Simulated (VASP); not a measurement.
A run of VASP 6.6.1 is set up as follows.

Contents of INCAR:

```
PREC = Normal ; ENCUT = 520
EDIFF = 1E-5 ; ISMEAR = 0
SIGMA = 0.15 ; LREAL = Auto
LASPH = T ; NELM = 80
ALGO = Fast ; ISIF = 3
LWAVE = F ; LCHARG = F
GGA = PE ; IBRION = 2
NSW = 110 ; EDIFFG = -0.03
ISYM = 0 ; KPAR = 4
```

KPOINTS

```
regular mesh
0
Gamma
  6 3 4
```

The input POSCAR:

```
Sn2GeO2
1.0
    3.8266027100      0.0292392300      0.0071044600
    0.0584784600      7.5344275400      0.1665614600
    0.0117445900      0.1376738800      6.5166922300
Sn Ge O
4 2 4
Direct
    0.9870524900      0.9923799300      0.8107315800
    0.9439659800      0.4817977900      0.8285609900
    0.5213797900      0.2600137100      0.4359717300
    0.4759894900      0.7377383600      0.4345364600
    0.9806900500      0.0252932200      0.2586191300
    0.0062495100      0.5106467900      0.2622519700
    0.0326309500      0.2164909000      0.6763242900
    0.9545179400      0.7354118600      0.6583646300
    0.5102883700      0.0030837700      0.6566456400
    0.4715455400      0.4936104600      0.6687880300
```

Potentials or basis: VASP PAW PBE potentials, release 64 (Sn_d, Ge_d, O).

Command:

```sh
$ cat potpaw_PBE.64/Sn_d/POTCAR potpaw_PBE.64/Ge_d/POTCAR potpaw_PBE.64/O/POTCAR > POTCAR
$ mpirun -np 4 vasp_std > vasp.out
```

**Question.** Predict the relaxed cell.

**Answer.** a = 3.984 Å, b = 7.411 Å, c = 6.307 Å, α = 90.08°, β = 90.16°, γ = 90.03°.

**Question.** Predict the relaxed volume.

**Answer.** 18.62 Å³/atom.

**Question.** Estimate the band gap on the k mesh.

**Answer.** None (metal or under the smearing width).

**Question.** What does it give for the space group after relaxing (to 0.05 Å)?

**Answer.** P1 (No. 1).

Step by step:
| step | energy change (eV) | largest force (eV/Å) | pressure (GPa) | volume (Å³) |
| --- | --- | --- | --- | --- |
| 1 | 0.0000 | 5.2102 | 2.74 | 187.79 |
| 2 | -0.6717 | 1.4973 | -3.42 | 196.53 |
| 3 | -0.7479 | 0.9125 | -2.32 | 193.49 |
| 4 | -0.9759 | 0.7247 | 0.60 | 187.24 |
| 5 | -0.9881 | 0.8151 | 1.59 | 185.47 |
| 6 | -1.1164 | 0.4401 | 0.35 | 187.19 |
| 7 | -1.1350 | 0.4158 | -0.11 | 188.04 |
| 8 | -1.1734 | 0.1575 | -0.12 | 187.99 |
| 9 | -1.1805 | 0.1510 | -0.07 | 187.94 |
| 10 | -1.1898 | 0.1014 | 0.02 | 187.64 |
| 11 | -1.1943 | 0.1446 | 0.04 | 187.38 |
| 12 | -1.1933 | 0.3929 | 0.18 | 186.83 |
| 13 | -1.1956 | 0.2205 | 0.10 | 187.17 |
| 14 | -1.2036 | 0.1074 | 0.03 | 187.36 |
| 15 | -1.2058 | 0.1259 | 0.02 | 187.47 |
| 16 | -1.2062 | 0.1446 | 0.02 | 187.52 |
| 17 | -1.2123 | 0.1084 | -0.18 | 187.74 |
| 18 | -1.2131 | 0.1088 | -0.25 | 187.83 |
| 19 | -1.2173 | 0.0910 | 0.11 | 186.58 |
| 20 | -1.2174 | 0.0959 | 0.18 | 186.50 |
| 21 | -1.2174 | 0.1201 | -0.25 | 186.94 |
| 22 | -1.2181 | 0.0550 | -0.07 | 186.73 |
| 23 | -1.2181 | 0.0624 | -0.12 | 186.75 |
| 24 | -1.2181 | 0.0567 | -0.13 | 186.74 |
| 25 | -1.2184 | 0.0735 | 0.01 | 186.33 |
| 26 | -1.2185 | 0.0537 | 0.00 | 186.48 |
| 27 | -1.2185 | 0.0615 | 0.08 | 186.41 |
| 28 | -1.2185 | 0.0530 | -0.03 | 186.45 |
| 29 | -1.2185 | 0.0579 | -0.06 | 186.43 |
| 30 | -1.2186 | 0.0516 | 0.30 | 186.03 |
| 31 | -1.2187 | 0.0295 | 0.04 | 186.21 |
